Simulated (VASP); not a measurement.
**Fe (Iron-alpha): structure and properties in VASP**

Aim: relax Fe (Iron-alpha) with PBE + D3(BJ), compute its properties on that cell and hold them against experiment. The steps: magnetic order: ferromagnetic, magnetic order: antiferromagnetic, q = (0, 0, 1/2), magnetic order: antiferromagnetic, q = (1/2, 1/2, 1/2), the orders side by side, full relaxation (PBE + D3(BJ)), second relaxation, single point with fields (PBE + D3(BJ)), band structure (PBE + D3(BJ)), total and projected DOS (PBE + D3(BJ)) and core-level energies (PBE + D3(BJ)). Left out of this account: 1 further run (phonons: it ended without a result to show). The start is a cell from a database of measured crystal structures.

Program: VASP 6.6.1. Level of theory: PBE with D3(BJ), spin-polarised from a ferromagnetic start (one magnetic atom a cell); plane waves and PAW (Fe), in the first sound run; inputs show where later runs differ. Results are calculated unless marked as measured.

**Measured values to reproduce.**

“Abiotic ammonium formation in the presence of Ni-Fe metals and alloys and its implications for the Hadean nitrogen cycle” (2008, pmc:2430951) reports for Fe, bcc, by powder XRD, LeBail refinement (commercial iron metal powder): lattice constant a (cubic cell parameter a) 2.866 ± 0.001 Å [commercial metal powder; measurement temperature not stated].

“Mössbauer Spectroscopy of Iron Carbides: From Prediction to Experimental Confirmation” (2016, pmc:4870625) quotes from earlier work for Fe, bcc alpha-Fe (bulk crystal, 0 K): moment of Fe (moment per Fe atom, experimental reference value) 2.2 μB [Rounded experimental reference value listed for 0 K; source not given in the passage].

This is a report of a sequence of runs, with most program output left out.

**1. The structure**

The structure is cubic, space group Im-3m (No. 229). The conventional cell has a = 2.866 Å, b = 2.866 Å, c = 2.866 Å, α = 90.00°, β = 90.00°, γ = 90.00°. Nearest to Fe lie 8 Fe at 2.48 Å.

Structure file:

```
Fe
1.0
    -1.43325    1.43325    1.43325
     1.43325   -1.43325    1.43325
     1.43325    1.43325   -1.43325
Fe
1
Direct
  0.00000 0.00000 0.00000
```

**2. Magnetic order: ferromagnetic**

The properties of a magnet depend on its order, so a few collinear patterns are compared first on the cell as listed, beginning with all moments parallel. PBE, the usual starting point, adds the gradient of the density. A dispersion term adds the long-range attraction that semilocal functionals lack. D3 with Becke-Johnson damping keeps a finite attraction at short range.

The input, INCAR:

```
SYSTEM = Fe
PREC = Accurate
ENCUT = 400
EDIFF = 1E-06
NELM = 100
ISMEAR = 1
SIGMA = 0.2
LREAL = .FALSE.
ALGO = Normal
GGA = PE
IVDW = 12
NBANDS = 12
ISPIN = 2
MAGMOM = 3
LASPH = .TRUE.
LMAXMIX = 4
LORBIT = 11
LWAVE = .FALSE.
LCHARG = .FALSE.
KPAR = 4
ISIF = 2
```

The input, POSCAR:

```
Fe
1.0
   -1.4332500000      1.4332500000      1.4332500000
    1.4332500000     -1.4332500000      1.4332500000
    1.4332500000      1.4332500000     -1.4332500000
Fe
1
Direct
    0.0000000000      0.0000000000      0.0000000000
```

The input, KPOINTS:

```
Automatic mesh
0
Gamma
11 11 11
0 0 0
```

PAW data sets: Fe (PBE family, release 64).

Started as:

```sh
$ mpirun -np 4 vasp_std
```

Wall time 3.2 s (4 MPI ranks of AMD EPYC 9R45, shared host); peak memory 0.46 GiB.

The k-mesh is coarse for a metal. At this level the cell is under a tension of 11.8 GPa, so at these settings it is away from equilibrium. Dispersion corrections of this kind ignore metallic screening and tend to overbind metals.

This step gave:

```yaml
scf_cycles: 12
electrons: 8
bands: 12
irreducible_k_points: 56
symmetry_operations: 48
free_energy_toten: -8.577 eV
energy_at_zero_smearing: -8.578 eV
fermi_energy: 5.407 eV
pressure: -11.76 GPa
moment_of_the_cell_from_the_last_line_of_the_log: 2.248 μB
metallic: yes
```

Spin moment in the PAW sphere by atom:

```csv
atom,spin moment in the PAW sphere (μB)
Fe1,2.25
```

The run ends ferromagnetic with a largest moment of 2.25 μB, and the mesh shows no gap.

**3. Magnetic order: antiferromagnetic, q = (0, 0, 1/2)**

This step: PBE with D3(BJ), spin-polarised from an antiferromagnetic start; plane waves and PAW (Fe) (VASP 6.6.1).

System of this step: Fe (Iron-alpha). Symmetry: Im-3m, No. 229, cubic system. Conventional cell: a = 2.866 Å, b = 2.866 Å, c = 2.866 Å, α = 90.00°, β = 90.00°, γ = 90.00°. Fe has 8 Fe at 2.48 Å nearest.

Next, a pattern with opposite moments, which needs a doubled cell; q is given in the reciprocal vectors of the primitive cell.

INCAR: that of step 2 with these lines changed.

```diff
@@ -11,5 +11,5 @@
 IVDW = 12
-NBANDS = 12
+NBANDS = 15
 ISPIN = 2
-MAGMOM = 3
+MAGMOM = 3 -3
 LASPH = .TRUE.
```

The input, POSCAR:

```
Fe
1.0
   -1.4332500000      1.4332500000      1.4332500000
    1.4332500000     -1.4332500000      1.4332500000
    2.8665000000      2.8665000000     -2.8665000000
Fe
2
Direct
    0.0000000000      0.0000000000      0.0000000000
    0.0000000000      0.0000000000      0.5000000000
```

KPOINTS is that of step 2.

Started as:

```sh
$ mpirun -np 4 vasp_std
```

Run time: 13 s. Hardware: 4 MPI ranks; peak memory 0.71 GiB.

At this level the cell is under a tension of 13.4 GPa, so at these settings it is away from equilibrium.

Numbers from this step:

```
SCF cycles              : 13
electrons               : 16
bands                   : 15
irreducible k-points    : 216
symmetry operations     : 8
free energy (TOTEN)     : -16.71 eV
energy at zero smearing : -16.71 eV
Fermi energy            : 5.746 eV
pressure                : -13.36 GPa
```

Spin moment in the PAW sphere by atom:

```csv
atom,spin moment in the PAW sphere (μB)
Fe1,2.06
Fe2,-2.06
```

The energy lies +223.7 meV an atom from the first pattern. The run ends antiferromagnetic with a largest moment of 2.06 μB, and the mesh shows no gap.

**4. Magnetic order: antiferromagnetic, q = (1/2, 1/2, 1/2)**

INCAR is that of step 3.

The input, POSCAR:

```
Fe
1.0
   -2.8665000000      2.8665000000      2.8665000000
    0.0000000000      0.0000000000      2.8665000000
    0.0000000000      2.8665000000      0.0000000000
Fe
2
Direct
    0.0000000000      0.0000000000      0.0000000000
    0.5000000000      0.0000000000      0.0000000000
```

KPOINTS is that of step 3.

Started as:

```sh
$ mpirun -np 4 vasp_std
```

Run time: 8.6 s. Hardware: 4 MPI ranks; peak memory 0.56 GiB; 32 s of CPU time.

At this level the cell is under a tension of 15.9 GPa, so at these settings it is away from equilibrium.

Numbers from this step:

```
SCF cycles              : 16
irreducible k-points    : 56
symmetry operations     : 48
free energy (TOTEN)     : -16.23 eV
energy at zero smearing : -16.23 eV
Fermi energy            : 5.742 eV
pressure                : -15.89 GPa
```

Spin moment in the PAW sphere by atom:

```csv
atom,spin moment in the PAW sphere (μB)
Fe1,1.70
Fe2,-1.70
```

The energy lies +463.8 meV an atom from the first pattern. The run ends antiferromagnetic with a largest moment of 1.70 μB, and the mesh shows no gap.

**5. The orders side by side**

This step: collinear orders at PBE; plane waves and PAW (VASP 6.6.1).

No new run; the numbers come from the runs before.

Patterns, by row:

```csv
start,atoms,energy less that of the first (meV/atom),largest site moment (μB),end state
ferromagnetic,1,0,2.25,ferromagnetic
"antiferromagnetic, q = (0, 0, 1/2)",2,223.7,2.06,antiferromagnetic
"antiferromagnetic, q = (1/2, 1/2, 1/2)",2,463.8,1.7,antiferromagnetic
```

The session goes on in the lowest magnetic state found: ferromagnetic. The next one lies 223.7 meV an atom higher.

**6. Full relaxation (PBE + D3(BJ))**

This step: PBE with D3(BJ), spin-polarised from a ferromagnetic start (one magnetic atom a cell); plane waves and PAW (Fe) (VASP 6.6.1).

System of this step: Fe (Iron-alpha). Symmetry: Im-3m, No. 229, cubic system. The conventional cell has a = 2.866 Å, b = 2.866 Å, c = 2.866 Å, α = 90.00°, β = 90.00°, γ = 90.00°. Nearest to Fe lie 8 Fe at 2.48 Å.

The start need not lie at this functional's minimum. ISIF = 3 frees volume, shape and positions, and EDIFFG sets the threshold on forces and stress at which the search stops.

INCAR: that of step 4 with these lines changed.

```diff
@@ -11,5 +11,5 @@
 IVDW = 12
-NBANDS = 15
+NBANDS = 12
 ISPIN = 2
-MAGMOM = 3 -3
+MAGMOM = 2.25
 LASPH = .TRUE.
@@ -20,2 +20,5 @@
 KPAR = 4
-ISIF = 2
+IBRION = 2
+NSW = 60
+ISIF = 3
+EDIFFG = -0.01
```

The input, POSCAR:

```
Fe
1.0
   -1.4332500000      1.4332500000      1.4332500000
    1.4332500000     -1.4332500000      1.4332500000
    1.4332500000      1.4332500000     -1.4332500000
Fe
1
Direct
    0.0000000000      0.0000000000      0.0000000000
```

The input, KPOINTS:

```
Automatic mesh
0
Gamma
9 9 9
0 0 0
```

Started as:

```sh
$ mpirun -np 4 vasp_std
```

It took 6.2 s on 4 MPI ranks; peak memory 0.48 GiB.

The magnetic order is the lowest of the few collinear ones tried above; longer or canted patterns were not tried. The run keeps the 48 symmetry operations of its start, so it cannot find a distortion of lower symmetry.

The steps of the relaxation:

```csv
step,energy less that of the first step (eV),largest force (eV/Å),pressure (GPa),volume (Å³)
1,0.0000,0.0000,-13.27,11.78
2,0.0078,0.0000,21.04,10.19
3,-0.0391,0.0000,-0.11,10.96
```

```csv
"conventional cell, symmetrised",before,after,change
a (Å),2.866,2.799,-2.4 %
b (Å),2.866,2.799,-2.4 %
c (Å),2.866,2.799,-2.4 %
volume (Å³/atom),11.78,10.96,-6.9 %
```

The relaxed structure:

```xyz
1
Lattice="-1.3993 1.3993 1.3993 1.3993 -1.3993 1.3993 1.3993 1.3993 -1.3993" Properties=species:S:1:pos:R:3 pbc="T T T"
Fe    0.0000    0.0000    0.0000
```

Numbers from this step:

```yaml
electrons: 8
bands: 12
irreducible_k_points: 35
free_energy_toten: -8.615 eV
energy_at_zero_smearing: -8.616 eV
fermi_energy: 6.160 eV
pressure: -0.1111 GPa
moment_of_the_cell_from_the_last_line_of_the_log: 2.081 μB
scf_cycles_over_all_ionic_steps: 30
```

Spin moment in the PAW sphere by atom:

```csv
atom,spin moment in the PAW sphere (μB)
Fe1,2.07
```

It ends with forces that vanish by symmetry and a pressure of -0.11 GPa.

**7. Second relaxation**

The basis stayed that of the start cell while the cell moved. A rerun from the cell reached resets it; the error of the finite cutoff stays. The mesh changes with the cell too.

INCAR is that of step 6.

The input, POSCAR:

```
Fe
1.0
   -1.3993069448      1.3993069448      1.3993069448
    1.3993069448     -1.3993069448      1.3993069448
    1.3993069448      1.3993069448     -1.3993069448
Fe
1
Direct
    0.0000000000      0.0000000000      0.0000000000
```

The input, KPOINTS:

```
Automatic mesh
0
Gamma
10 10 10
0 0 0
```

Started as:

```sh
$ mpirun -np 4 vasp_std
```

It took 6.2 s on 4 MPI ranks; peak memory 0.48 GiB.

Step by step:

```csv
step,energy less that of the first step (eV),largest force (eV/Å),pressure (GPa),volume (Å³)
1,0.0000,0.0000,0.86,10.96
2,0.0001,0.0000,-1.17,11.05
3,-0.0001,0.0000,-0.01,11.00
```

```csv
"conventional cell, symmetrised",before,after,change
a (Å),2.799,2.802,+0.1 %
b (Å),2.799,2.802,+0.1 %
c (Å),2.799,2.802,+0.1 %
volume (Å³/atom),10.96,11.00,+0.4 %
```

The relaxed structure:

```cif
data_structure
_symmetry_space_group_name_H-M 'P 1'
_symmetry_Int_Tables_number 1
_cell_length_a 2.4266
_cell_length_b 2.4266
_cell_length_c 2.4266
_cell_angle_alpha 109.471
_cell_angle_beta 109.471
_cell_angle_gamma 109.471
_cell_volume 11.00
loop_
_atom_site_label
_atom_site_type_symbol
_atom_site_fract_x
_atom_site_fract_y
_atom_site_fract_z
_atom_site_occupancy
Fe1 Fe 0.00000 0.00000 0.00000 1
```

This step gave:

* irreducible k-points: 47
* free energy (TOTEN): -8.614 eV
* energy at zero smearing: -8.614 eV
* Fermi energy: 6.212 eV
* pressure: -0.01187 GPa
* moment of the cell, from the last line of the log: 2.130 μB
* SCF cycles over all ionic steps: 27

Spin moment in the PAW sphere by atom:

```csv
atom,spin moment in the PAW sphere (μB)
Fe1,2.12
```

It ends with forces that vanish by symmetry and a pressure of -0.01 GPa.

**8. Single point with fields (PBE + D3(BJ))**

The relaxed cell gets a fresh self-consistent run, on a basis set for its own volume, to fix the density and to check the remaining stress.

INCAR: that of step 7 with these lines changed.

```diff
@@ -18,7 +18,5 @@
 LWAVE = .FALSE.
-LCHARG = .FALSE.
-KPAR = 4
-IBRION = 2
-NSW = 60
-ISIF = 3
-EDIFFG = -0.01
+LCHARG = .TRUE.
+ISIF = 2
+LELF = .TRUE.
+LVHAR = .TRUE.
```

The input, POSCAR:

```
Fe
1.0
   -1.4009749092      1.4009749092      1.4009749092
    1.4009749092     -1.4009749092      1.4009749092
    1.4009749092      1.4009749092     -1.4009749092
Fe
1
Direct
    0.0000000000      0.0000000000      0.0000000000
```

KPOINTS is that of step 7.

Started as:

```sh
$ mpirun -np 4 vasp_std
```

The job ended after 4.4 s (4 MPI ranks; peak memory 0.37 GiB; 15 s of CPU time).

With spin, VASP writes an ELF for each channel.

Numbers from this step:

| Item | Value |
| --- | --- |
| SCF cycles | 14 |
| pressure | -0.02727 GPa |

Valence electrons inside each PAW sphere by angular momentum. Sphere charges, by row:

```csv
atom,s (e),p (e),d (e),tot (e)
Fe1,0.5,0.574,6.262,7.336
```

Spin density in the ac plane of the conventional cell at fractional y = 0.000, with atoms of Fe within 0.2 Å of it.

Ten even steps from '_' (0.0 e/Å³) to '@' (3.4 e/Å³), each cell a mean:
```
%%##==::______________::++##
**==::..______________..--++
--::..__________________..::
..__________________________
____________________________
____________________________
____________________________
____________________________
____________________________
____________________________
::....__________________..::
++==::..______________..::==
%%**==..______________::==##
@@%%++::____________..--**%%
```
Columns run along a (2.8 Å), rows up along c (2.8 Å), edges of the conventional cell, whose origin can differ from the input's. Atoms in or near the plane, at fractional coordinates: Fe at (0.00, 0.00).

Electrostatic potential energy in the ac plane of the conventional cell at fractional y = 0.000, with atoms of Fe within 0.2 Å of it. With pseudopotentials it is smooth inside the atoms' cores, unlike the true potential.

Ten even steps from '0' (-29 eV) to '9' (1 eV), each cell a mean:
```
00135899975210
01246899986321
23457999997532
45678999998765
77899999999987
99999999999999
99999999999999
99999999999999
88899999999988
55689999998765
33468999997543
01246899986421
00135899975310
00035899974200
```
Columns run along a (2.8 Å; values clipped at the 3rd and 97th percentile), rows up along c (2.8 Å), edges of the conventional cell, whose origin can differ from the input's. Atoms in or near the plane, at fractional coordinates: Fe at (0.00, 0.00).

Valence density in the ac plane of the conventional cell at fractional y = 0.000, with atoms of Fe within 0.2 Å of it. It is the smooth field of the valence electrons, not physical close to the nuclei.

Ten even steps from '0' (0.3 e/Å³) to '9' (8.1 e/Å³), each cell a mean:
```
87410000000247
54210000000134
22100000000012
00000000000000
00000000000000
00000000000000
00000000000000
00000000000000
00000000000000
00000000000000
11000000000011
44200000000124
86410000000247
98410000000258
```
Columns run along a (2.8 Å), rows up along c (2.8 Å), edges of the conventional cell, whose origin can differ from the input's. Atoms in or near the plane, at fractional coordinates: Fe at (0.00, 0.00).

In this run the pressure is -0.03 GPa, small enough to go on.

**9. Band structure (PBE + D3(BJ))**

Levels along the symmetry lines show where the bands peak and cross; KPOINTS_OPT computes them in the converged potential.

The input, INCAR:

```
SYSTEM = Fe
PREC = Accurate
ENCUT = 400
EDIFF = 1E-06
NELM = 100
ISMEAR = 1
SIGMA = 0.2
LREAL = .FALSE.
ALGO = Normal
GGA = PE
IVDW = 12
NBANDS = 17
ISPIN = 2
MAGMOM = 2.125
LASPH = .TRUE.
LMAXMIX = 4
LORBIT = 11
LWAVE = .FALSE.
LCHARG = .FALSE.
KPAR = 4
```

POSCAR is that of step 8.

KPOINTS is that of step 8.

The input, KPOINTS_OPT:

```
Line mode
16
Line-mode
Reciprocal
  0.00000000   0.00000000   0.00000000 GAMMA
  0.50000000  -0.50000000   0.50000000 H

  0.50000000  -0.50000000   0.50000000 H
  0.00000000   0.00000000   0.50000000 N

  0.00000000   0.00000000   0.50000000 N
  0.00000000   0.00000000   0.00000000 GAMMA

  0.00000000   0.00000000   0.00000000 GAMMA
  0.25000000   0.25000000   0.25000000 P

  0.25000000   0.25000000   0.25000000 P
  0.50000000  -0.50000000   0.50000000 H

  0.25000000   0.25000000   0.25000000 P
  0.00000000   0.00000000   0.50000000 N
```

Started as:

```sh
$ mpirun -np 4 vasp_std
```

Run time: 5.6 s. Hardware: 4 MPI ranks; peak memory 0.47 GiB.

This step gave:

```
bands    : 17
pressure : -0.02952 GPa
```

Spin up. Electronic bands along the path, in eV, zero at the Fermi level; # counts the bands kept:

```csv
point,#2,#3,#4,#5,#6,#7
Γ,-2.42,-2.42,-2.42,-1.14,-1.14,25.30
0.53 of the way,-3.35,-1.84,-1.84,-1.05,0.62,16.72
H,-5.08,0.12,0.12,0.12,10.13,10.13
0.47 of the way,-4.03,-1.83,-1.28,0.25,5.66,8.22
N,-3.55,-1.07,-0.94,0.40,0.47,7.61
0.47 of the way,-3.07,-2.53,-1.28,-1.05,-0.99,15.35
Γ,-2.42,-2.42,-2.42,-1.14,-1.14,25.30
0.47 of the way,-3.14,-3.14,-1.14,-1.14,-0.25,17.08
P,-3.39,-3.39,-0.90,-0.90,8.82,8.82
0.47 of the way,-3.61,-3.38,-0.65,-0.65,7.13,7.13
H,-5.08,0.12,0.12,0.12,10.13,10.13
jump to P,-3.39,-3.39,-0.90,-0.90,8.82,8.82
0.47 of the way,-3.63,-2.24,-0.96,-0.91,4.44,7.89
N,-3.55,-1.07,-0.94,0.40,0.47,7.61
```

Spin down. The electronic bands at the labelled points (eV, zero at the Fermi level; # counts the bands kept):

```csv
point,#1,#2,#3,#4,#5,#6
Γ,-8.51,-0.56,-0.56,-0.56,1.57,1.57
0.53 of the way,-3.88,-1.23,-0.04,-0.03,0.96,2.76
H,-3.31,-3.31,2.26,2.26,2.26,10.38
0.47 of the way,-2.75,-2.34,-0.02,0.65,2.40,6.62
N,-3.90,-1.89,0.57,1.42,1.84,2.57
0.47 of the way,-5.84,-1.32,-0.90,1.01,1.22,1.67
Γ,-8.51,-0.56,-0.56,-0.56,1.57,1.57
0.47 of the way,-5.42,-1.43,-1.43,1.51,1.51,1.67
P,-2.04,-2.04,-2.04,1.89,1.89,9.69
0.47 of the way,-1.99,-1.99,-1.84,1.56,1.56,8.19
H,-3.31,-3.31,2.26,2.26,2.26,10.38
jump to P,-2.04,-2.04,-2.04,1.89,1.89,9.69
0.47 of the way,-2.94,-2.09,-1.11,1.66,1.87,5.56
N,-3.90,-1.89,0.57,1.42,1.84,2.57
```

There is no gap at this level.

Spin up: of the bands kept, 4 cross the Fermi level on this path. Spin down: of the bands kept, 2 cross the Fermi level on this path.

[end of part 1 of 2]

[Lines on the potential files, build, host, timing and source positions are cut from VASP's logs without a mark.]

[Logs are printed without paths, hosts, clocks, repeated set-up lines and the standing remarks that a program may print on its own settings, such as how far it seeks lower states.]

[Hosts, paths, dates, database ids (printed as entryN), source tags and the programs' standing remarks are cut or masked in the printed files.]

[Measured values are set beside computed ones only where the two were judged alike; some that the calculation misses by far are left out.]
